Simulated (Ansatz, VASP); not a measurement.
# TiSn2O4 (TiSn2O4 (P4_2/mbc)): VASP beside Ansatz, part 3 of 3

Wanted: the spread between two codes on one cell, functional and k mesh. Of the first pair: The structure shown is the start of the Ansatz relaxation below; VASP solves that cell, so the two are compared at the walk's first step.

VASP 6.6.1 and Ansatz 0.2.0.

So far. Step 3 (VASP: single point, r2SCAN, start cell, pair 1): The run ends at a pressure of 0.05 GPa, with forces up to 0.020 eV/Å.

## (6) VASP: single point, r2SCAN, relaxed cell, pair 2

Level of this step: r2SCAN, no spin polarisation; plane waves and PAW (Ti_sv, Sn_d, O) (VASP).

The same cell, functional, mesh and smearing now go to VASP, with its own data sets.

The input, INCAR:

```
SYSTEM = TiSn2O4
PREC = Accurate
ENCUT = 660
EDIFF = 1E-06
NELM = 120
ISMEAR = -1
SIGMA = 0.01
LREAL = .FALSE.
ALGO = Normal
METAGGA = R2SCAN
LASPH = .TRUE.
NBANDS = 148
LORBIT = 11
LWAVE = .FALSE.
LCHARG = .FALSE.
ISIF = 2
GGA_COMPAT = .FALSE.
EFERMI = MIDGAP
LMIXTAU = .TRUE.
KPAR = 4
```

The input, POSCAR:

```
TiSn2O4
1.0
    8.5344545235      0.0000000000      0.0000000000
    0.0000000000      8.5344545235      0.0000000000
    0.0000000000      0.0000000000      5.9218858182
Ti Sn O
4 8 16
Direct
    0.0000000000      0.5000000000      0.2500000000
    0.5000000000      0.0000000000      0.7500000000
    0.0000000000      0.5000000000      0.7500000000
    0.5000000000      0.0000000000      0.2500000000
    0.3520471952      0.3366285886      0.5000000000
    0.6479528048      0.6633714114      0.5000000000
    0.6633714114      0.3520471952      0.0000000000
    0.3366285886      0.6479528048      0.0000000000
    0.8366285886      0.8520471952      0.0000000000
    0.8520471952      0.1633714114      0.5000000000
    0.1479528048      0.8366285886      0.5000000000
    0.1633714114      0.1479528048      0.0000000000
    0.4021724242      0.8807806214      0.5000000000
    0.5978275758      0.1192193786      0.5000000000
    0.1192193786      0.4021724242      0.0000000000
    0.8807806214      0.5978275758      0.0000000000
    0.3807806214      0.9021724242      0.0000000000
    0.9021724242      0.6192193786      0.5000000000
    0.0978275758      0.3807806214      0.5000000000
    0.6192193786      0.0978275758      0.0000000000
    0.1634202516      0.6634202516      0.7500000000
    0.6634202516      0.8365797484      0.2500000000
    0.3365797484      0.1634202516      0.2500000000
    0.8365797484      0.3365797484      0.7500000000
    0.1634202516      0.6634202516      0.2500000000
    0.6634202516      0.8365797484      0.7500000000
    0.3365797484      0.1634202516      0.7500000000
    0.8365797484      0.3365797484      0.2500000000
```

The input, KPOINTS:

```
Automatic mesh
0
Gamma
3 3 5
0 0 0
```

The projector-augmented-wave data sets are Ti_sv, Sn_d and O (PBE family, release 64).

Started as:

```
> mpirun -np 4 vasp_std
```

Numbers of over 12 decimals in the logs are rounded to 6 here.

The log of the run:

```text
[banner, memory and clock lines left out]
running    4 mpi-ranks, on    1 nodes
[...]
[... a notice as in an earlier step ...]

 [... a notice as in an earlier step ...]

 LDA part: xc-table for (None), standard interpolation
 POSCAR, INCAR and KPOINTS ok, starting setup
[...]
entering main loop
       N       E                     dE             d eps       ncg     rms          rms(c)
DAV:   1     0.500655474163E+04    0.50066E+04   -0.13093E+05  2776   0.293E+03
DAV:   2     0.969317307591E+03   -0.40372E+04   -0.39130E+04  2664   0.936E+02
DAV:   3    -0.267491151918E+03   -0.12368E+04   -0.11616E+04  2956   0.368E+02
DAV:   4    -0.502684295915E+03   -0.23519E+03   -0.23103E+03  3536   0.151E+02
[...]
DAV:  20    -0.407490460229E+03   -0.51996E-05   -0.99057E-06  2856   0.126E-02    0.558E-03
DAV:  21    -0.407490462200E+03   -0.19702E-05   -0.66685E-06  2544   0.947E-03    0.465E-03
DAV:  22    -0.407490463126E+03   -0.92652E-06   -0.20042E-06  1776   0.767E-03
   1 F= -.40749046E+03 E0= -.40749046E+03  d E =0.000000E+00
```

OUTCAR, selected parts (step 6):

```text
  Total        1.3714782      1.3714782      1.7263051     -0.0000000      0.0000000     -0.0000000
  in kB        5.0943402      5.0943402      6.4123405     -0.0000000      0.0000000     -0.0000000
  external PRESSURE =       5.5336736 kB  Pullay stress =       0.0000000 kB

 POSITION                                       TOTAL-FORCE (eV/Angst)
 -----------------------------------------------------------------------------------
      0.00000      4.26723      1.48047        -0.000000      0.000000     -0.000000
      4.26723      0.00000      4.44141        -0.000000      0.000000     -0.000000
      0.00000      4.26723      4.44141        -0.000000      0.000000     -0.000000
      4.26723      0.00000      1.48047        -0.000000      0.000000     -0.000000
      3.00453      2.87294      2.96094         0.073152      0.112869     -0.000000
      5.52992      5.66151      2.96094        -0.073152     -0.112869     -0.000000
      5.66151      3.00453      0.00000        -0.112869      0.073152      0.000000
      2.87294      5.52992      0.00000         0.112869     -0.073152      0.000000
      7.14017      7.27176      0.00000         0.112869      0.073152      0.000000
      7.27176      1.39429      2.96094         0.073152     -0.112869      0.000000
      1.26270      7.14017      2.96094        -0.073152      0.112869     -0.000000
      1.39429      1.26270      0.00000        -0.112869     -0.073152     -0.000000
      3.43232      7.51698      2.96094        -0.005019     -0.040558     -0.000000
      5.10213      1.01747      2.96094         0.005019      0.040558     -0.000000
[...]
-----------------------------------------------------------------------------------
    total drift:                                0.000000     -0.000000      0.000000

  FREE ENERGIE OF THE ION-ELECTRON SYSTEM (eV)
  ---------------------------------------------------
  free  energy   TOTEN  =      -407.4904631262 eV

  energy  without entropy=     -407.4904631262  energy(sigma->0) =     -407.49046313

[... 1 part as in an earlier step ...]

[... 2 further parts left out ...]
[key lines of the parts left out:]
E-fermi :   6.0070
```

The run ends at a pressure of 0.55 GPa, with forces up to 0.13 eV/Å.

## (7) Side by side

What differs besides the data sets and the points named for the pairs above, as far as they apply: the cutoff is 500 eV in Ansatz and 660 eV in VASP; Ansatz's pressure holds a Pulay correction, VASP's none. Total energies have different zeros and are not compared.

Compared:

```
              quantity  Ansatz   VASP  difference
        pressure (GPa)    0.00   0.55       -0.55
gap on the k mesh (eV)   1.223  1.223       0.000
```

Forces on 7 of the 28 atoms, those with the largest forces and the largest differences (eV/Å; atoms numbered as in POSCAR):

```
atom        Ansatz x, y, z           VASP x, y, z
 Sn5  0.000, -0.002, 0.000    0.073, 0.113, 0.000
 Sn6   0.000, 0.002, 0.000  -0.073, -0.113, 0.000
 Sn7   0.002, 0.000, 0.000   -0.113, 0.073, 0.000
 Sn8  -0.002, 0.000, 0.000   0.113, -0.073, 0.000
Sn10   0.000, 0.002, 0.000   0.073, -0.113, 0.000
Sn11  0.000, -0.002, 0.000   -0.073, 0.113, 0.000
Sn12   0.002, 0.000, 0.000  -0.113, -0.073, 0.000
```

The forces differ by 44 meV/Å r.m.s., where the r.m.s. force is 0.002 eV/Å in Ansatz and 0.043 eV/Å in VASP: the atoms lie near their places of rest in Ansatz, so a percentage would say little (all taken over all components). A gap on the mesh is an upper bound, since the band edges may lie between its points.

## (8) Outcome

| Property | Result |
| --- | --- |
| r.m.s. force difference (single point, r2SCAN, start cell, pair 1) | 45 meV/Å |
| r.m.s. force difference (single point, r2SCAN, relaxed cell, pair 2) | 44 meV/Å |
| difference in pressure (single point, r2SCAN, relaxed cell, pair 2) | -0.55 GPa |

The r.m.s. force difference is 45 meV/Å (single point, r2SCAN, start cell, pair 1), beyond the 12 meV/Å picked in this series as the mark of a large difference. What causes the difference of the single point, r2SCAN, start cell, pair 1 pair stays open here. What causes the difference of the single point, r2SCAN, relaxed cell, pair 2 pair stays open here. Such differences can come from data sets, numerical settings and the points named under the comparisons, not from the functional's error against experiment.

[Lines on the potential files, build, host, timing and source positions are cut from VASP's logs without a mark.]

[Logs are printed without paths, hosts, clocks, repeated set-up lines and the standing remarks that a program may print on its own settings, such as how far it seeks lower states.]

[Hosts, paths, dates, database ids (printed as entryN), source tags and the programs' standing remarks are cut or masked in the printed files.]
